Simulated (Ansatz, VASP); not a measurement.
# Cross-check of LiLaTeS between VASP and Ansatz

One calculation is typed for both programs; each brings its own data sets and cutoff. How far apart do they land? The cell is invented: As first built, before any earlier steps moved the atoms (in the runner's words): it takes the LiPrS2 structure with some of its atoms replaced by other elements, volume scaled by an estimate. It may not be a known or stable phase. The cell is a member of a volume series, scaled by 1.02 from a relaxed one, so a pressure remains.

Program: Ansatz 0.2.0. Level of theory: plane waves, with VASP 6.6.1 beside it; single point at LDA. Results are calculated unless marked as measured.

### Step 1. The starting structure

The structure is tetragonal, space group P4/mmm (No. 123). Conventional cell: a = 4.100 Å, b = 4.100 Å, c = 6.232 Å, α = 90.00°, β = 90.00°, γ = 90.00°. Nearest to La lie 4 S at 2.90 Å and 2 Te at 3.12 Å. Te has 4 Li at 2.90 Å and 2 La at 3.12 Å nearest. Nearest to S lie 4 La at 2.90 Å. Nearest to Li lie 4 Te at 2.90 Å. As first built, before any earlier steps moved the atoms (in the runner's words): sites of the LiPrS2 structure (space group 123) filled with other elements, volume scaled by an estimate. Farther neighbours and most contacts between anions are not listed.

As a file:

```xyz
4
Lattice="4.1001 0.0000 0.0000 0.0000 4.1001 0.0000 0.0000 0.0000 6.2324" Properties=species:S:1:pos:R:3 pbc="T T T"
La    2.0501    2.0501    3.1162
Te    2.0501    2.0501    0.0000
S     0.0000    0.0000    3.1162
Li    0.0000    0.0000    0.0000
```

### Step 2. VASP: single point, LDA, volume scaled by 1.02

With cell and atoms fixed, the geometry can't cause a difference; cores, projectors, grids and the points listed under the comparison can.

Lines of VASP's logs that name or quote its potential files are left out, and so is its time.

INCAR

```
SYSTEM = LiLaTeS
PREC = Accurate
ENCUT = 650
EDIFF = 1E-06
NELM = 100
ISMEAR = -1
SIGMA = 0.05
LREAL = .FALSE.
ALGO = Normal
GGA = CA
NBANDS = 19
LORBIT = 11
LWAVE = .FALSE.
LCHARG = .FALSE.
KPAR = 2
ISIF = 2
```

POSCAR

```
LiLaTeS
1.0
    4.1001316301      0.0000000000      0.0000000000
    0.0000000000      4.1001316301      0.0000000000
    0.0000000000      0.0000000000      6.2323636869
La Te S Li
1 1 1 1
Direct
    0.5000000000      0.5000000000      0.5000000000
    0.5000000000      0.5000000000      0.0000000000
    0.0000000000      0.0000000000      0.5000000000
    0.0000000000      0.0000000000      0.0000000000
```

KPOINTS

```
Automatic mesh
0
Gamma
6 6 4
0 0 0
```

Potentials, in the order of the species: La, Te, S and Li_sv (LDA family, release 64).

Started as:

```
$ mpirun -np 2 vasp_std
```

Numbers of over 12 decimals in the logs are rounded to 6 here.

The log of the run:

```text
[banner, memory and clock lines left out]
running    2 mpi-ranks, on    1 nodes
 distrk:  each k-point on    1 cores,    2 groups
 distr:  one band on    1 cores,    1 groups

 POSCAR found type information on POSCAR LaTeS Li
 POSCAR found :  4 types and       4 ions
 LDA part: xc-table for (Slater(with rela. corr.)+CA(PZ))
 , standard interpolation
 POSCAR, INCAR and KPOINTS ok, starting setup
 FFT: planning ... GRIDC
 FFT: planning ... GRID_SOFT
 FFT: planning ... GRID
 WAVECAR not read
 entering main loop
       N       E                     dE             d eps       ncg     rms          rms(c)
DAV:   1     0.229974636329E+03    0.22997E+03   -0.10916E+04  1140   0.184E+03
DAV:   2     0.252454643292E+02   -0.20473E+03   -0.19411E+03  1533   0.287E+02
DAV:   3    -0.192036628298E+02   -0.44449E+02   -0.41382E+02  1694   0.137E+02
DAV:   4    -0.225178924903E+02   -0.33142E+01   -0.32920E+01  1939   0.432E+01
DAV:   5    -0.226825827377E+02   -0.16469E+00   -0.16439E+00  1815   0.793E+00    0.553E+00
DAV:   6    -0.223485150232E+02    0.33407E+00   -0.12842E+00  1698   0.585E+00    0.388E+00
DAV:   7    -0.223096164487E+02    0.38899E-01   -0.21256E-01  2085   0.305E+00    0.175E+00
DAV:   8    -0.223072991163E+02    0.23173E-02   -0.30220E-02  2000   0.158E+00    0.260E-01
DAV:   9    -0.223065433456E+02    0.75577E-03   -0.54701E-03  1954   0.755E-01    0.116E-01
DAV:  10    -0.223065309240E+02    0.12422E-04   -0.57393E-04  1904   0.120E-01    0.477E-02
DAV:  11    -0.223065495114E+02   -0.18587E-04   -0.60992E-05  2016   0.574E-02    0.280E-02
DAV:  12    -0.223065490443E+02    0.46713E-06   -0.26538E-05  1904   0.285E-02    0.440E-03
DAV:  13    -0.223065492289E+02   -0.18458E-06   -0.12780E-06  1368   0.839E-03
   1 F= -.22306549E+02 E0= -.22303488E+02  d E =-.612243E-02
```

From OUTCAR (step 2):

```text
ion  position               nearest neighbor table
   1  0.500  0.500  0.500-   3 2.90   3 2.90   3 2.90   3 2.90   2 3.12   2 3.12
   2  0.500  0.500  0.000-   4 2.90   4 2.90   4 2.90   4 2.90   1 3.12   1 3.12
   3  0.000  0.000  0.500-   1 2.90   1 2.90   1 2.90   1 2.90
   4  0.000  0.000  0.000-   2 2.90   2 2.90   2 2.90   2 2.90

  LATTYP: Found a simple tetragonal cell.
 ALAT       =     4.1001316301
 C/A-ratio  =     1.5200399034

 Subroutine GETGRP returns: Found 16 space group operations
 (whereof 16 operations were pure point group operations)

The static configuration has the point symmetry D_4h.

 Found     30 irreducible k-points:

   k-points           NKPTS =     30   k-points in BZ     NKDIM =     30   number of bands    NBANDS=     19

   dimension x,y,z NGX =    36 NGY =   36 NGZ =   54
   dimension x,y,z NGXF=    72 NGYF=   72 NGZF=  108

   ENCUT  =  650.0 eV  47.77 Ry    6.91 a.u.   8.52  8.52 12.96*2*pi/ulx,y,z

   NELECT =      26.0000    total number of electrons

 k-points in reciprocal lattice and weights: Automatic mesh
   0.00000000  0.00000000  0.00000000       0.007
   0.16666667  0.00000000  0.00000000       0.028
   0.33333333  0.00000000  0.00000000       0.028
   0.50000000  0.00000000  0.00000000       0.014
   0.16666667  0.16666667  0.00000000       0.028
   0.33333333  0.16666667  0.00000000       0.056
   0.50000000  0.16666667  0.00000000       0.028
   0.33333333  0.33333333  0.00000000       0.028
   0.50000000  0.33333333  0.00000000       0.028
[...]
0.50000000  0.33333333  0.50000000       0.028
   0.50000000  0.50000000  0.50000000       0.007

 average (electrostatic) potential at core
       1 -98.6376       2 -88.5753       3 -86.3542       4 -62.5580

 E-fermi :   5.3778

 k-point     1 :       0.0000    0.0000    0.0000
  band No.  band energies     occupation
    ...
     10       3.1367      2.00000
     11       4.5268      2.00000
     12       4.9105      1.99983
     13       4.9105      1.99983
     14       4.9115      1.99982
     15       7.2574      0.00000
     16       7.4561      0.00000
     17       7.6021      0.00000
     18       7.6022      0.00000
     19       7.8088      0.00000

 k-point     2 :       0.1667    0.0000    0.0000
  band No.  band energies     occupation
    ...
      9       2.4424      2.00000
     10       2.6814      2.00000
     11       4.0650      2.00000
     12       4.4617      2.00000
     13       5.0297      1.99811
     14       5.5474      0.06501
     15       7.1576      0.00000
     16       7.4049      0.00000
     17       7.5064      0.00000
     18       7.5573      0.00000
    ...

 k-point     3 :       0.3333    0.0000    0.0000
  band No.  band energies     occupation
    ...
      9       1.9820      2.00000
     10       2.1342      2.00000
     11       2.9013      2.00000
     12       4.3335      2.00000
     13       5.3242      1.48935
     14       6.6625      0.00000
     15       7.1324      0.00000
     16       7.3495      0.00000
     17       7.4433      0.00000
     18       7.5219      0.00000
    ...

  Total       -0.7340973     -0.7340973     -0.7006504      0.0000000      0.0000000     -0.0000000
  in kB      -11.2257617    -11.2257617    -10.7142945      0.0000000      0.0000000     -0.0000000
  external PRESSURE =     -11.0552727 kB  Pullay stress =       0.0000000 kB

  energy-cutoff  :      650.00
  volume of cell :      104.77
      direct lattice vectors                 reciprocal lattice vectors
     4.100131630  0.000000000  0.000000000     0.243894609  0.000000000  0.000000000
     0.000000000  4.100131630  0.000000000     0.000000000  0.243894609  0.000000000
     0.000000000  0.000000000  6.232363687     0.000000000  0.000000000  0.160452767

 POSITION                                       TOTAL-FORCE (eV/Angst)
 -----------------------------------------------------------------------------------
      2.05007      2.05007      3.11618         0.000000      0.000000      0.000000
      2.05007      2.05007      0.00000         0.000000      0.000000      0.000000
      0.00000      0.00000      3.11618         0.000000      0.000000      0.000000
      0.00000      0.00000      0.00000         0.000000      0.000000      0.000000
 -----------------------------------------------------------------------------------
    total drift:                                0.000000      0.000000      0.000000

  FREE ENERGIE OF THE ION-ELECTRON SYSTEM (eV)
  ---------------------------------------------------
  free  energy   TOTEN  =       -22.3065492289 eV

  energy  without entropy=      -22.3004268037  energy(sigma->0) =      -22.30348802

 total charge
# of ion       s       p       d       f       tot
--------------------------------------------------
    1        2.034   5.658   0.631   0.194   8.517
    2        1.357   2.144   0.009   0.000   3.510
    3        1.328   2.420   0.000   0.000   3.748
    4        2.008   0.048   0.000   0.000   2.056
--------------------------------------------------
tot          6.726  10.270   0.640   0.194  17.830

[... 3 further parts left out ...]
```

The scan keeps the cell's shape and the fractional positions fixed.

### Step 3. Ansatz: single point, LDA, volume scaled by 1.02

Ansatz runs on its default PAW (the set named soft_2) files.

The same cell, functional (in two slightly different forms), mesh and smearing now go to Ansatz, which takes its cutoff from its data sets.

input.yaml

```yaml
crystal:
  lattice:
    - [4.1001316301, 0.0, 0.0]
    - [0.0, 4.1001316301, 0.0]
    - [0.0, 0.0, 6.2323636869]
  atoms:
    - { symbol: La, position: [0.5, 0.5, 0.5] }
    - { symbol: Te, position: [0.5, 0.5, 0.0] }
    - { symbol: S, position: [0.0, 0.0, 0.5] }
    - { symbol: Li, position: [0.0, 0.0, 0.0] }
hamiltonian:
  xc: lda
  pseudopotentials: { kind: paw }
kpoints:
  mp_grid: { grid: [6, 6, 4] }
scf:
  occupations: { method: fermi_dirac, width: 0.05 }
  n_extra_bands: 5
output:
  forces: true
  stress: true
  eigenvalues: true
  write_density: true
  write_potential: true
  elf: true
  volumetric_format: npy
```

Started as:

```
$ ansatz run input.yaml --threads 2 --pin off --max-ram 4608MiB --backend cpu --events-out ev --progress --plain --runs-dir out
```

The log of the run:

```text
scf.n_extra_bands = 5 over 18 filled bands (N_el = 36.0): the run solves 23 bands
Engine: ansatz 0.2.0, x86_64-unknown-linux-gnu
Pseudopotentials: kind: paw
Pseudopotential: La, paw, valence charge 11, recommended cutoff 420 eV (normal), La.paw.azcp
Pseudopotential: Te, paw, valence charge 16, recommended cutoff 420 eV (normal), Te.paw.azcp
Pseudopotential: S, paw, valence charge 6, recommended cutoff 420 eV (normal), S.paw.azcp
Pseudopotential: Li, paw, valence charge 3, recommended cutoff 420 eV (normal), Li.paw.azcp
Functional definition: SPW92
  exchange = slater_x
  correlation = pw_c
Crystal: 4 atoms, lattice volume = 104.773 Å³
Basis set: ecut = 420 eV, 2053 PW (Γ)
Bands: 23, of which v1, the nominal top of the filled ones, is band 18 counted from 1 (17 counted from 0)
Symmetry: 16 space group operations
Space group: P4/mmm (ITA 123), of the structure as read, at distance tolerance 4.7e-5 Å
k-points: 30 of 144
Non-local potential: La, projectors of the file, l = 0: 3, l = 1: 2, l = 2: 2, l = 3: 3
Non-local potential: Te, projectors of the file, l = 0: 2, l = 1: 2, l = 2: 2, l = 3: 2
Non-local potential: S, projectors of the file, l = 0: 2, l = 1: 2, l = 2: 2
Non-local potential: Li, projectors of the file, l = 0: 3, l = 1: 2, l = 2: 1
PAW form: soft (Blöchl's): semilocal exchange-correlation on the pseudo side does not see the compensation charge
PAW frozen core: La, regenerated for the run's functional, and the local potential with it (the file was generated under x = pbe(κ = 0.804, μ = 0.219515), c = pbe(β = 0.066725))
PAW frozen core: Te, regenerated for the run's functional, and the local potential with it (the file was generated under x = pbe(κ = 0.804, μ = 0.219515), c = pbe(β = 0.066725))
PAW frozen core: S, regenerated for the run's functional, and the local potential with it (the file was generated under x = pbe(κ = 0.804, μ = 0.219515), c = pbe(β = 0.066725))
PAW one-centre angular grid: La, 590 points (default); XC on 64 Gauss nodes
PAW one-centre angular grid: Te, 590 points (default); XC on 64 Gauss nodes
PAW one-centre angular grid: S, 110 points (default); XC on 64 Gauss nodes
PAW one-centre angular grid: Li, 110 points (default); XC on 64 Gauss nodes
Initial density: superposition of atomic densities (neutral atoms: chi_scale 0, normalization atom), corrected by the library's trained network
Initial wavefunctions: pseudopotential atomic-orbital guess
Functional: x = slater, c = lda
SCF iter   1: F=—  HF=-13980.726946 eV  |F-HF|=—  |Δ(HF+E_count)|=         —  Δρ=5.24e-3  dr2=3.29e-2  ethr=1.77e-3  ⟨swp⟩=5.7  Hψ=2878  notcnv=0
preconditioner: auto → Resta (q_TF=auto, 2.283 Å⁻¹)  ε∞=4.2  [insulator: Δε(μ)=0.142 eV  Ē_g=9.557 eV  σ=0.050 eV  W_gap=0.57  n_scr=20 (ndim 8)  ℏωp=17.0 eV  f_vac=0.000  D(μ)=0.54/eV (n_scr^D=0)  ε∞_Penn≈4.2]
SCF iter   2: F=—  HF=-13980.716436 eV  |F-HF|=—  |Δ(HF+E_count)|=   1.05e-2  Δρ=2.46e-3  dr2=5.71e-3  ethr=9.14e-5  ⟨swp⟩=2.1  Hψ=1615  notcnv=0  defer=9
SCF iter   3: F=—  HF=-13980.714393 eV  |F-HF|=—  |Δ(HF+E_count)|=   2.04e-3  Δρ=5.93e-4  dr2=4.28e-4  ethr=1.59e-5  ⟨swp⟩=2.2  Hψ=1335  notcnv=0  defer=9
SCF iter   4: F=—  HF=-13980.714326 eV  |F-HF|=—  |Δ(HF+E_count)|=   6.71e-5  Δρ=1.92e-4  dr2=5.12e-5  ethr=1.19e-6  ⟨swp⟩=2.0  Hψ=910  notcnv=0  defer=9
SCF iter   5: F=—  HF=-13980.714322 eV  |F-HF|=—  |Δ(HF+E_count)|=   4.10e-6  Δρ=4.01e-5  dr2=2.91e-6  ethr=1.42e-7  ⟨swp⟩=2.1  Hψ=898  notcnv=0  defer=9
SCF iter   6: F=—  HF=-13980.714321 eV  |F-HF|=—  |Δ(HF+E_count)|=   4.99e-7  Δρ=1.17e-5  dr2=2.35e-7  ethr=8.08e-9  ⟨swp⟩=2.0  Hψ=1192  notcnv=0  defer=9
SCF iter   7: F=-13980.714321 eV  HF=-13980.714321 eV  |F-HF|=3.76e-9  |Δ(HF+E_count)|=   3.52e-8  Δρ=3.18e-6  dr2=1.35e-8  ethr=2.78e-10  ⟨swp⟩=11.6  Hψ=5425  notcnv=0
SCF 1 converged in 7 iterations: F = -13980.714321 eV  dr2 = 1.35e-8
  greatest PAW one-centre occupation: 1.000 electrons in one spin orbital (limit 2), on the Li atom at site 3 (counted from 0), in its partial waves of l = 0
SCF converged after 7 iterations
Free energy (F): -13980.714321 eV
Harris-Foulkes:  -13980.714321 eV  (|F-HF|=3.76e-9)
Internal energy: -13980.708265 eV  (E = F + TS)
E sigma→0 (E₀):  -13980.711293 eV
Entropy (-TS):   -0.006056 eV (-1.514 meV/atom)
Fermi energy:    7.612327 eV
--- Per-component energies (eV) ---
  E_band       = -408.894292
  E_kinetic    = 503.375177
  E_local      = -2050.119038  (includes V_loc(G=0)·N_el)
  E_nonlocal   = -207.205289
  E_hartree    = 1084.498390
  E_xc         = -369.860279
  E_vxc        = -354.879903  (∫ρ·V_xc dr)
  E_paw        = -10343.006022  (= ΣΔE_a)
  E_vpaw       = -469.063780  (= ΣTr[D̂ρ^β])
  E_aug_tail   = -0.000181  (compensation charges beyond the density's cutoff)
  E_ewald      = -2599.545598
  E_core_change = 1.154575  (= ΣΔE_core)
  E_smearing   = -0.006056  (= −TS)
  E_closure    = -0.000000  (closes the sum)
  Σ components = -13980.714321   (vs F -13980.714321, Δ=0.00e0)
--- Forces (eV/Å), atoms counted from 1 ---
  atom   1  La     0.00000000    -0.00000000     0.00000000
  atom   2  Te     0.00000000     0.00000000     0.00000000
  atom   3  S      0.00000000     0.00000000     0.00000000
  atom   4  Li    -0.00000000     0.00000000     0.00000000
  max |Σ_I F_I| component: 9.07e-30 eV/Å
--- Stress (GPa, compression-positive) ---
       -1.134350       0.000000       0.000000
        0.000000      -1.134350       0.000000
        0.000000       0.000000      -1.139356
  P = ⅓ Tr σ = -1.1360 GPa (-11.360 kbar)
--- Band table (eV; the first three rows and the last of 30) ---
  k-point 0: bands = [... 14 lower, 5.3723, 6.7613, 7.1466, 7.1466, 7.1487, 9.5058, 9.7044, 9.8496, ... 1 higher]
  k-point 1: bands = [... 14 lower, 5.3864, 5.7202, 6.9580, 6.9580, 7.1672, 9.4887, 9.7036, 9.7164, ... 1 higher]
  k-point 2: bands = [... 14 lower, 5.4021, 5.4021, 6.7951, 6.7951, 7.1862, 9.4708, 9.6857, 9.6857, ... 1 higher]
  k-point 29: bands = [... 14 lower, 5.0527, 5.2040, 5.2040, 5.2595, 9.5567, 9.5567, 9.5623, 9.5623, ... 1 higher]
```

Wall time 3 s (2 threads of Intel Xeon Platinum 8559C (Emerald Rapids), shared host); peak memory 0.48 GiB.

In the SCF lines HF is the Harris–Foulkes energy and dr2 the Hartree energy of the density residual, in eV; the loop may stop once dr2 is under the threshold and the program's other checks hold. Hψ counts applications of the Hamiltonian.

The run ends at a pressure of -1.14 GPa.

### Step 4. Comparison

Known differences besides the potentials themselves: the two LDA forms differ slightly; the data sets hold 36 valence electrons in Ansatz (default PAW (the set named soft_2) files) and 26 in VASP; the cutoff is 420 eV in Ansatz and 650 eV in VASP; VASP's log shows a relativistic correction to its local exchange, Ansatz's none. Total energies have different zeros and are not compared.

Compared:

| quantity | Ansatz | VASP | difference |
| --- | --- | --- | --- |
| pressure (GPa) | -1.14 | -1.11 | -0.03 |

Ansatz's pressure holds a Pulay correction of 0.01 GPa; VASP's holds none.

### Step 5. What came out

```
difference in pressure (single point, LDA, volume scaled by 1.02) : -0.030 GPa
```

The difference in pressure is -0.030 GPa (single point, LDA, volume scaled by 1.02), within the 1 GPa picked in this series as the mark of a large difference. Such differences can come from data sets, numerical settings and the points named under the comparisons, not from the functional's error against experiment.

[Lines on the potential files, build, host, timing and source positions are cut from VASP's logs without a mark.]

[Logs are printed without paths, hosts, clocks, repeated set-up lines and the standing remarks that a program may print on its own settings, such as how far it seeks lower states.]

[Hosts, paths, dates, database ids (printed as entryN), source tags and the programs' standing remarks are cut or masked in the printed files.]
